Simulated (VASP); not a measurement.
```
PtB
1.0
    5.35534     0.00000     0.00000
   -2.67767     4.63786     0.00000
    0.00000     0.00000     4.32130
Pt B
3 3
Direct
  0.50000   0.00000   0.00000
  0.50000   0.50000   0.00000
  0.00000   0.50000   0.00000
  0.00000   0.00000   0.00000
  0.33333   0.66667   0.50000
  0.66667   0.33333   0.50000
```

Method: PBE GGA, VASP's PBE PAW potentials (set 64) (plane waves; VASP). Numerical set-up: 400 eV cut-off, 4×4×4 Γ-centred mesh, Gaussian smearing of 0.14 eV, potentials Pt B.

At this cut-off the stress carries a Pulay error, which pulls relaxed volumes low.

Q: Give the stress tensor in GPa (positive for a compressed cell).

A: 
```
-18.22    0.00    0.00
  0.00  -18.22    0.00
  0.00    0.00  -35.08
```
The pressure is its mean diagonal, -23.84 GPa.

The structure was generated: BPt was put into an ordered model structure, which need not be its known phase. The cell was not relaxed at this level. The k-mesh is coarse (spacing up to 0.36 per Å, 2π included), so the numbers may not be converged in it. The electron count is odd and the run is not spin-polarised, which forces a metal.
